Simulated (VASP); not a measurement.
OSZICAR of a VASP run on Zn (hcp):

**OSZICAR**
```
       N       E                     dE             d eps       ncg     rms          rms(c)
DAV:   1     0.852513539470E+02    0.85251E+02   -0.10990E+04  3152   0.200E+03
DAV:   2    -0.962929365392E-01   -0.85348E+02   -0.84291E+02  3184   0.275E+02
DAV:   3    -0.240794483047E+01   -0.23117E+01   -0.23090E+01  3912   0.562E+01
DAV:   4    -0.241410355830E+01   -0.61587E-02   -0.61585E-02  3632   0.295E+00
DAV:   5    -0.241411263345E+01   -0.90752E-05   -0.90751E-05  3008   0.942E-02    0.404E+00
DAV:   6    -0.221747448796E+01    0.19664E+00   -0.97142E-01  3168   0.219E+01    0.303E+00
DAV:   7    -0.220828096282E+01    0.91935E-02   -0.29310E-02  3888   0.318E+00    0.156E+00
DAV:   8    -0.220372056331E+01    0.45604E-02   -0.17155E-03  4120   0.700E-01    0.467E-02
DAV:   9    -0.220372247910E+01   -0.19158E-05   -0.24173E-04  2656   0.246E-01
   1 F= -.22037225E+01 E0= -.22035236E+01  d E =-.596592E-03
```

### Question
Which electronic solver shows in the log?

### Answer
It is blocked Davidson (ALGO = Normal, or the opening steps of other solvers). The INCAR had ALGO = Normal.

### Question
Can the final energy be trusted as converged?

### Answer
The calculation finished and met its thresholds. It stopped with EDIFF = 1E-4, NELM = 100 (PBE GGA, plane waves, VASP's PBE PAW potentials (set 64)).

The compound is Zn in the hcp structure. The cell was not relaxed at this level. The run is one of a series of settings (EDIFF = 1E-4 against the base run), some of them coarse on purpose.
